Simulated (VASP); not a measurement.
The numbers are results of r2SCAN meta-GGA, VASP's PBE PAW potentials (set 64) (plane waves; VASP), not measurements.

The input files of a VASP run:

File POSCAR:
```
Nb
1.0
 -1.6098457467   1.6098457467   1.6098457467
  1.6098457467  -1.6098457467   1.6098457467
  1.6098457467   1.6098457467  -1.6098457467
Nb
1
Cart
  0.0000000000   0.0000000000   0.0000000000
```

**INCAR**
```
! general
SYSTEM  = Nb
PREC    = Accurate
ENCUT   = 480   ! plane-wave cut-off (eV)
LREAL   = .FALSE.   ! projection in real space or not
LASPH   = .TRUE.

! electronic loop
EDIFF   = 1E-7
NELM    = 100
ALGO    = Normal   ! blocked Davidson
LMAXMIX = 4   ! l cut-off of mixed one-centre charges
LMIXTAU = .TRUE.

! smearing
ISMEAR  = 1   ! Methfessel-Paxton
SIGMA   = 0.1   ! width (eV)

! functional
METAGGA = R2SCAN

! ions
IBRION  = 2   ! conjugate gradients
NSW     = 40   ! most ionic steps
ISIF    = 3   ! ions, shape and volume
EDIFFG  = -0.01   ! ionic stop
PSTRESS = 150   ! kbar

! output
LWAVE   = .FALSE.
LCHARG  = .FALSE.
```

**KPOINTS**
```
Automatic mesh
0
Gamma
14 14 14
0 0 0
```

POTCAR, in this order: Nb_sv (PBE.64 set). Program: vasp_std.

What VASP printed:

### OSZICAR
```
       N       E                     dE             d eps       ncg     rms          rms(c)
DAV:   1     0.980819054441E+02    0.98082E+02   -0.74449E+03  2080   0.127E+03
DAV:   2    -0.258274433738E+02   -0.12391E+03   -0.12074E+03  2324   0.452E+02
DAV:   3    -0.312156510551E+02   -0.53882E+01   -0.51398E+01  3168   0.792E+01
DAV:   4    -0.314986605409E+02   -0.28301E+00   -0.28124E+00  2920   0.159E+01
DAV:   5    -0.315079218590E+02   -0.92613E-02   -0.92296E-02  3246   0.249E+00    0.117E+01
DAV:   6    -0.239465843945E+02    0.75613E+01   -0.43315E+00  3006   0.309E+01    0.119E+00
DAV:   7    -0.249681777737E+02   -0.10216E+01   -0.36555E-01  2620   0.687E+00    0.132E+00
DAV:   8    -0.245000741845E+02    0.46810E+00   -0.45793E-01  3174   0.918E+00    0.117E+00
DAV:   9    -0.247679126104E+02   -0.26784E+00   -0.22888E-01  2198   0.508E+00    0.532E-01
DAV:  10    -0.247769539899E+02   -0.90414E-02   -0.95443E-03  3064   0.101E+00    0.142E-01
DAV:  11    -0.247770458990E+02   -0.91909E-04   -0.31296E-03  2146   0.842E-01    0.948E-02
DAV:  12    -0.247778679914E+02   -0.82209E-03   -0.21889E-03  2164   0.618E-01    0.743E-02
DAV:  13    -0.247784020279E+02   -0.53404E-03   -0.18327E-04  2912   0.191E-01    0.396E-02
DAV:  14    -0.247784101054E+02   -0.80775E-05   -0.18789E-05  2912   0.461E-02    0.315E-02
DAV:  15    -0.247784387237E+02   -0.28618E-04   -0.46081E-06  2250   0.334E-02    0.214E-02
DAV:  16    -0.247784355868E+02    0.31369E-05   -0.22813E-05  3244   0.627E-02    0.615E-03
DAV:  17    -0.247784392947E+02   -0.37078E-05   -0.37416E-07  2316   0.100E-02    0.200E-03
DAV:  18    -0.247784369031E+02    0.23916E-05   -0.85344E-07  3152   0.122E-02    0.139E-03
DAV:  19    -0.247784389270E+02   -0.20239E-05   -0.67454E-08  1128   0.430E-03    0.467E-04
DAV:  20    -0.247784377245E+02    0.12025E-05   -0.23820E-08  1118   0.174E-03    0.422E-04
DAV:  21    -0.247784379063E+02   -0.18178E-06   -0.10503E-08  1116   0.163E-03    0.204E-04
DAV:  22    -0.247784381406E+02   -0.23434E-06   -0.36247E-09  1112   0.704E-04    0.225E-04
DAV:  23    -0.247784380792E+02    0.61420E-07   -0.18129E-09  1106   0.606E-04
   1 F= -.23216034E+02 E0= -.23216126E+02  d E =-.232160E+02
```

File OUTCAR:
```
------------------------ aborting loop because EDIFF is reached ----------------------------------------
  FORCE on cell =-STRESS in cart. coord.  units (eV):
  Direction    XX          YY          ZZ          XY          YZ          ZX
  --------------------------------------------------------------------------------------
  Total        1.5530001      1.5530001      1.5530001     -0.0000000     -0.0000000     -0.0000000
  in kB      149.0971258    149.0971258    149.0971258     -0.0000000     -0.0000000     -0.0000000
  external PRESSURE =      -0.9028742 kB  Pullay stress =     150.0000000 kB
  volume of cell :       16.69
      direct lattice vectors                 reciprocal lattice vectors
    -1.609845747  1.609845747  1.609845747     0.000000000  0.310588764  0.310588764
     1.609845747 -1.609845747  1.609845747     0.310588764  0.000000000  0.310588764
     1.609845747  1.609845747 -1.609845747     0.310588764  0.310588764  0.000000000
 POSITION                                       TOTAL-FORCE (eV/Angst)
 -----------------------------------------------------------------------------------
      0.00000      0.00000      0.00000         0.000000     -0.000000     -0.000000
 -----------------------------------------------------------------------------------
    total drift:                                0.000000     -0.000000      0.000000
  FREE ENERGIE OF THE ION-ELECTRON SYSTEM (eV)
  ---------------------------------------------------
  free  energy   TOTEN  =       -24.7784380792 eV

  energy  without entropy=      -24.7787147686  energy(sigma->0) =      -24.77853031
  enthalpy is  TOTEN    =       -23.2160336499 eV   P V=        1.5624044293

 reached required accuracy - stopping structural energy minimisation
```
(Selected blocks of OUTCAR.)

The compound is Nb in the bcc structure. It was relaxed first under an external pressure of 15 GPa.
